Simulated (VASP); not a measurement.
Given:

```xyz
64
Lattice="10.9371 0.0000 0.0000 0.0000 10.9371 0.0000 0.0000 0.0000 10.9371" Properties=species:S:1:pos:R:3 pbc="T T T"
Si     5.4685     0.0000     0.0000
Si     6.8357     1.3671     1.3671
Si     8.2028     2.7343     0.0000
Si     9.5699     4.1014     1.3671
Si     8.2028     0.0000     2.7343
Si     9.5699     1.3671     4.1014
Si     0.0000     0.0000     0.0000
Si     1.3671     1.3671     1.3671
Si     2.7343     2.7343     0.0000
Si     4.1014     4.1014     1.3671
Si     5.4685     5.4685     0.0000
Si     6.8357     6.8357     1.3671
Si     8.2028     8.2028     0.0000
Si     9.5699     9.5699     1.3671
Si     2.7343     0.0000     2.7343
Si     4.1014     1.3671     4.1014
Si     5.4685     2.7343     2.7343
Si     6.8404     4.1485     4.1414
Si     8.2028     5.4685     2.7343
Si     9.5699     6.8357     4.1014
Si     5.4685     0.0000     5.4685
Si     6.8357     1.3671     6.8357
Si     8.2028     2.7343     5.4685
Si     9.5699     4.1014     6.8357
Si     8.2028     0.0000     8.2028
Si     9.5699     1.3671     9.5699
Si     0.0000     5.4685     0.0000
Si     1.3671     6.8357     1.3671
Si     2.7343     8.2028     0.0000
Si     4.1014     9.5699     1.3671
Si     0.0000     2.7343     2.7343
Si     1.3671     4.1014     4.1014
Si     2.7343     5.4685     2.7343
Si     4.1121     6.8549     4.1055
Si     5.4685     8.2028     2.7343
Si     6.8357     9.5699     4.1014
Si     0.0000     0.0000     5.4685
Si     1.3671     1.3671     6.8357
Si     2.7343     2.7343     5.4685
Si     4.1136     4.1486     6.8524
Si     6.8117     6.7944     6.8532
Si     8.2028     8.2028     5.4685
Si     9.5699     9.5699     6.8357
Si     2.7343     0.0000     8.2028
Si     4.1014     1.3671     9.5699
Si     5.4685     2.7343     8.2028
Si     6.8357     4.1014     9.5699
Si     8.2028     5.4685     8.2028
Si     9.5699     6.8357     9.5699
Si     0.0000     8.2028     2.7343
Si     1.3671     9.5699     4.1014
Si     0.0000     5.4685     5.4685
Si     1.3671     6.8357     6.8357
Si     2.7343     8.2028     5.4685
Si     4.1014     9.5699     6.8357
Si     0.0000     2.7343     8.2028
Si     1.3671     4.1014     9.5699
Si     2.7343     5.4685     8.2028
Si     4.1014     6.8357     9.5699
Si     5.4685     8.2028     8.2028
Si     6.8357     9.5699     9.5699
Si     0.0000     8.2028     8.2028
Si     1.3671     9.5699     9.5699
Bi     5.4632     5.4408     5.5074
```

Method: PBE GGA, VASP's PBE PAW potentials (set 64) (plane waves; VASP). Run with PREC = Normal, LREAL = Auto, ISYM = 0, EDIFF = 1E-5, 400 eV cut-off, 1×1×1 Γ-centred mesh, Gaussian smearing of 0.050 eV, potentials Si Bi. Starting moments (MAGMOM): 64*0.0156. The cell's moment is fixed (NUPDOWN = 1).

The supercell is sampled at Γ alone, which is coarse: total energies, pressure and levels can be off, energies of defects by several tenths of an eV.

Question: The ions are relaxed. Give the cell that the relaxation ends in.

Answer: 
```xyz
64
Lattice="10.9371 0.0000 0.0000 0.0000 10.9371 0.0000 0.0000 0.0000 10.9371" Properties=species:S:1:pos:R:3 pbc="T T T"
Si     5.4682     0.0013     0.0032
Si     6.8408     1.3559     1.3589
Si     8.2041     2.7320     0.0044
Si     9.5808     4.0962     1.3586
Si     8.2043     0.0023     2.7347
Si     9.5826     1.3563     4.0960
Si    10.9370    10.9371    10.9369
Si     1.3728     1.3726     1.3726
Si     2.7345     2.7340    10.9365
Si     4.0992     4.0982     1.3678
Si     5.4680     5.4676     0.0023
Si     6.8398     6.8396     1.3639
Si     8.2040     8.2041    10.9340
Si     9.5648     9.5648     1.3729
Si     2.7346     0.0008     2.7348
Si     4.0999     1.3687     4.0997
Si     5.4637     2.6995     2.6989
Si     7.0053     3.9391     3.9379
Si     8.2426     5.4802     2.6964
Si     9.5734     6.8408     4.0993
Si     5.4681     0.0005     5.4679
Si     6.8382     1.3660     6.8384
Si     8.2429     2.6963     5.4781
Si     9.5741     4.0975     6.8403
Si     8.2028    10.9361     8.2033
Si     9.5648     1.3725     9.5647
Si    10.9357     5.4685     0.0041
Si     1.3552     6.8411     1.3574
Si     2.7325     8.2052     0.0047
Si     4.0960     9.5837     1.3576
Si    10.9364     2.7343     2.7342
Si     1.3670     4.0995     4.0988
Si     2.6974     5.4623     2.6967
Si     3.9351     7.0066     3.9339
Si     5.4790     8.2433     2.6951
Si     6.8402     9.5721     4.0998
Si    10.9347    10.9360     5.4686
Si     1.3545     1.3537     6.8407
Si     2.6946     2.6959     5.4625
Si     3.9237     3.9297     7.0169
Si     7.0039     7.0019     7.0102
Si     8.2395     8.2391     5.4632
Si     9.5793     9.5813     6.8412
Si     2.7339     0.0028     8.2039
Si     4.0964     1.3550     9.5838
Si     5.4778     2.6947     8.2447
Si     6.8399     4.0971     9.5756
Si     8.2441     5.4577     8.2453
Si     9.5837     6.8411     9.5834
Si     0.0032     8.2051     2.7341
Si     1.3560     9.5845     4.0960
Si     0.0001     5.4685     5.4679
Si     1.3632     6.8406     6.8387
Si     2.6952     8.2436     5.4770
Si     4.0986     9.5732     6.8400
Si     0.0035     2.7330     8.2044
Si     1.3538     4.0965     9.5857
Si     2.6902     5.4818     8.2478
Si     4.0980     6.8407     9.5765
Si     5.4597     8.2435     8.2446
Si     6.8411     9.5842     9.5836
Si    10.9340     8.2047     8.2033
Si     1.3727     9.5649     9.5646
Bi     5.4609     5.4664     5.4775
``` The cell ends with 1.00 μB, on the first 30 sites 0.01 0.00 0.00 0.00 0.00 0.00 0.00 0.00 0.00 0.00 0.00 0.00 0.00 0.00 0.00 0.00 0.00 0.02 0.00 0.00 0.00 0.00 0.00 0.00 0.00 0.00 0.01 0.00 0.00 0.00 μB.

Question: How much energy does the relaxation gain?

Answer: The energy (σ→0) changes by -43.1 meV/atom, in 10 ionic steps.

```
step  E(σ→0) (eV)  max force (eV/Å)  pressure (GPa)  volume (Å³)
----  -----------  ----------------  --------------  -----------
1       -334.6199             5.661            2.32      1308.29
2       -337.0589             1.316            1.89      1308.29
3       -337.0956             1.048            1.88      1308.29
4       -337.3150             0.258            1.81      1308.29
5       -337.3247             0.244            1.80      1308.29
6       -337.3633             0.139            1.79      1308.29
7       -337.3683             0.103            1.79      1308.29
8       -337.3757             0.039            1.79      1308.29
9       -337.3761             0.055            1.79      1308.29
10      -337.3776             0.029            1.80      1308.29
```

The cell is a supercell with a defect, built from Si (diamond): Bi_Si.
